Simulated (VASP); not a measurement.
Given:

```xyz
2
Lattice="1.8274 -3.1651 0.0000 1.8274 3.1651 0.0000 0.0000 0.0000 5.7101" Properties=species:S:1:pos:R:3 pbc="T T T"
Gd     1.8274     1.0550     1.4275
Gd     1.8274    -1.0550     4.2826
```

Computed with PBE GGA, VASP's PBE PAW potentials (set 64) (plane waves; VASP). Numerical set-up: 480 eV cut-off, 10×10×6 Γ-centred mesh, first-order Methfessel-Paxton smearing of 0.10 eV, potentials Gd_3.

The 4f electrons are frozen in the core of the lanthanide potential, so 4f levels, which can set the real gap, and their magnetism are missing.

Each relaxation starts from this cell; other phases were not tried.

The cell is relaxed at 15 GPa. What happens?

The volume per atom goes from 33.03 to 25.23 Å³ (-23.6 %), and the cell becomes a = b = 3.2891 Å, c = 5.3870 Å, α = β = 90.00°, γ = 120.00°, space group P6_3/mmc.

The cell is relaxed at 20 GPa. What happens?

The volume per atom goes from 33.03 to 23.82 Å³ (-27.9 %), and the cell becomes a = b = 3.2192 Å, c = 5.3078 Å, α = β = 90.00°, γ = 120.00°, space group P6_3/mmc.

Failed runs are left out, and for metals the shear rows, which the mesh's noise covers.

The compound is Gd in the hcp structure.
